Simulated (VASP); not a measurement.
Consider the following.

```xyz
5
Lattice="2.2790 -3.9473 0.0000 2.2790 3.9473 0.0000 0.0000 0.0000 7.2205" Properties=species:S:1:pos:R:3 pbc="T T T"
Mg     0.0000     0.0000     0.0000
Mg     2.2790     1.3158     4.5747
Mg     2.2790    -1.3158     2.6458
Sb     2.2790     1.3158     1.6438
Sb     2.2790    -1.3158     5.5766
```

Method: r2SCAN+rVV10, VASP's PBE PAW potentials (set 64) (plane waves; VASP 6.6.1). Settings: 520 eV cut-off, 6×6×3 Γ-centred mesh, Gaussian smearing of 0.050 eV, potentials Mg Sb.

Unless said otherwise, spin-orbit coupling is left out, though it shifts the bands of the heavy elements here.

### Question
Predict the energy per atom (σ→0), band gap (on the k-mesh) with the smallest direct gap where there is one.

### Answer

The band gap (on the k-mesh) comes out as 0.52 eV. The smallest direct gap (on the k-mesh) is 1.72 eV and the energy per atom (σ→0) is -13.105 eV/atom.

The compound is Mg3Sb2 in the a-la2o3 structure. It was relaxed first.
